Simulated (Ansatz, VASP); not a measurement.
Given: the input of a run of Ansatz 0.2.0 on RhCl2.

input.yaml

```yaml
crystal:
  lattice:
    - [5.6130720461, 0.0, 0.0]
    - [0.0, 5.6130720461, 0.0]
    - [0.0, 0.0, 3.6779774852]
  atoms:
    - { symbol: Rh, position: [0.5, 0.5, 0.5] }
    - { symbol: Rh, position: [0.0, 0.0, 0.0] }
    - { symbol: Cl, position: [0.80262, 0.19738, 0.5] }
    - { symbol: Cl, position: [0.19738, 0.80262, 0.5] }
    - { symbol: Cl, position: [0.69738, 0.69738, 0.0] }
    - { symbol: Cl, position: [0.30262, 0.30262, 0.0] }
hamiltonian:
  xc: pbe
  pseudopotentials: { kind: paw }
kpoints:
  mp_grid: { grid: [5, 5, 7] }
scf:
  occupations: { method: fermi_dirac, width: 0.05 }
output:
  forces: true
  stress: true
  eigenvalues: true
```

Potentials or basis: Ansatz PAW.

Run with:

```bash
$ ansatz run input.yaml --threads 2 --pin off --max-ram 5120MiB --backend cpu --events-out ev --progress --plain --runs-dir out
```

Problem. Translate it to VASP 6.6.1. Potentials there: VASP PAW PBE potentials, release 64 (Rh_pv, Cl).

Solution. As run (the cutoff follows the program's own potentials):

Contents of INCAR:

```
SYSTEM = RhCl2
PREC = Accurate ; ENCUT = 520
EDIFF = 1E-7 ; ISMEAR = -1
SIGMA = 0.05 ; LREAL = .False.
LASPH = .True. ; NELM = 60
ALGO = Normal ; ISIF = 2
LWAVE = .False. ; LCHARG = .False.
GGA = PE ; NBANDS = 38
```

Contents of KPOINTS:

```
Automatic mesh
0
Gamma
  5 5 7
  0 0 0
```

POSCAR

```
RhCl2
1.0
    5.6130720461      0.0000000000      0.0000000000
    0.0000000000      5.6130720461      0.0000000000
    0.0000000000      0.0000000000      3.6779774852
Rh Cl
2 4
Direct
    0.5000000000      0.5000000000      0.5000000000
    0.0000000000      0.0000000000      0.0000000000
    0.8026200000      0.1973800000      0.5000000000
    0.1973800000      0.8026200000      0.5000000000
    0.6973800000      0.6973800000      0.0000000000
    0.3026200000      0.3026200000      0.0000000000
```

Potentials or basis: VASP PAW PBE potentials, release 64 (Rh_pv, Cl).

Launch:

```sh
$ cat potpaw_PBE.64/Rh_pv/POTCAR potpaw_PBE.64/Cl/POTCAR > POTCAR
$ mpirun -np 1 vasp_std > vasp.out
```

Both were run:

|  | VASP | Ansatz | Ansatz less VASP |
| --- | --- | --- | --- |
| gap on the k mesh at the Fermi level (eV) | none | none | - |
| pressure (GPa) | 2.7 | 2.8 | +0.10 |
| largest component of the traceless stress (GPa) | 0.54 | 0.55 | +0.015 |
| rms of the force components (eV/Å) | 0.008 | 0.008 | +0.0002 |

Atom by atom the forces differ by 0.000 eV/Å (rms over components). A gap of «none» marks a metal or a gap that the smearing closes. The two sets of potentials don't hold the same shells in valence.
